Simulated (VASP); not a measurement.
An input for Quantum ESPRESSO's pw.x (written as the equivalent of a VASP run, and not itself run):

```
&CONTROL
  calculation = 'vc-relax'
  pseudo_dir = './pseudo'
  outdir = './out'
  tprnfor = .true.
  tstress = .true.
  nstep = 60
  forc_conv_thr = 0.00078
/
&SYSTEM
  ibrav = 0
  nat = 8
  ntyp = 3
  ecutwfc = 102
  occupations = 'smearing'
  smearing = 'gaussian'
  degauss = 0.003675
  input_dft = 'pbe'
/
&ELECTRONS
  conv_thr = 7.3e-08
  electron_maxstep = 100
/
&IONS
/
&CELL
/
ATOMIC_SPECIES
  Mg 24.305 Mg.upf
  Cd 112.414 Cd.upf
  Te 127.600 Te.upf
CELL_PARAMETERS angstrom
    -3.2803458    3.2803458    6.5704187
     3.2803458   -3.2803458    6.5704187
     3.2803458    3.2803458   -6.5704187
ATOMIC_POSITIONS crystal
  Mg   0.7500000  0.2500000  0.5000000
  Mg   1.0000000  0.0000000  1.0000000
  Cd   0.2500000  0.7500000  0.5000000
  Cd   0.5000000  0.5000000  1.0000000
  Te   0.6312003  0.6250000  0.5062003
  Te   0.3750000  0.8812003  0.0062003
  Te   0.1187997  0.1250000  0.4937997
  Te   0.8750000  0.3687997  0.9937997
K_POINTS automatic
  5 5 5 0 0 0
```

Problem. Write the VASP files for the same calculation (PBE).

Solution. Several could match; the one computed here: 
POSCAR:
```
MgCdTe2
1
   -3.2803458257     3.2803458257     6.5704186780
    3.2803458257    -3.2803458257     6.5704186780
    3.2803458257     3.2803458257    -6.5704186780
Mg Cd Te
2 2 4
Direct
  0.7500000000   0.2500000000   0.5000000000
  1.0000000000   0.0000000000   1.0000000000
  0.2500000000   0.7500000000   0.5000000000
  0.5000000000   0.5000000000   1.0000000000
  0.6312002623   0.6250000000   0.5062002623
  0.3750000000   0.8812002623   0.0062002623
  0.1187997377   0.1250000000   0.4937997377
  0.8750000000   0.3687997377   0.9937997377
```

INCAR:
```
# general
SYSTEM   =  MgCdTe2
PREC     =  Accurate
ENCUT    =  400
LREAL    =  F
LASPH    =  T

# electronic loop
EDIFF    =  1E-6
NELM     =  100
ALGO     =  Normal
LMAXMIX  =  4

# smearing
ISMEAR   =  0
SIGMA    =  0.05

# functional
GGA      =  PE

# ions
IBRION   =  2
NSW      =  60
ISIF     =  3
EDIFFG   =  -0.02

# output
LWAVE    =  F
LCHARG   =  F
```

KPOINTS:
```
K-points
0
Gamma
 5 5 5
0 0 0
```

POTCAR, in this order: Mg Cd Te (PBE.64 set). Program: vasp_std.

Limits of the translation: the potentials are each code's own (VASP's PAW set, PseudoDojo norm-conserving files in pw.x), so ENCUT and ecutwfc are chosen apart and not converted; conv_thr bounds pw.x's estimated SCF error, while EDIFF bounds the energy change between steps; forc_conv_thr acts on force components and is met together with etot_conv_thr.

The structure comes from a computed database's MgCdTe2 entry (I-42d); how it stands against other phases isn't given here. This run relaxes it. Symmetry was kept, so distortions that lower it aren't found. The start is the result of an earlier pass.
